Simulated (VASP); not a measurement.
Input:

```yaml
crystal:
  lattice:
    - [0.00000, 3.60570, 3.60570]
    - [3.60570, 0.00000, 3.60570]
    - [3.60570, 3.60570, 0.00000]
  atoms:
    - { symbol: K, position: [0.00000, 0.00000, 0.00000] }
    - { symbol: I, position: [0.50000, 0.50000, 0.50000] }
```

All values below come from PBE GGA, VASP's PBE PAW potentials (set 64) (plane waves; VASP). Numerical set-up: 175 eV cut-off, 6×6×6 Γ-centred mesh, Gaussian smearing of 0.050 eV, potentials K_sv I.

At this cut-off the stress carries a Pulay error, which pulls relaxed volumes low.

Question: Give the stress tensor in GPa (positive for a compressed cell).

Answer: 
```
-3.15   0.00   0.00
 0.00  -3.15   0.00
 0.00   0.00  -3.15
```
The pressure is its mean diagonal, -3.15 GPa.

The compound is KI in the rock salt structure. The cell was not relaxed at this level. The run is one of a series of settings (ENCUT = 175 against the base run), some of them coarse on purpose.
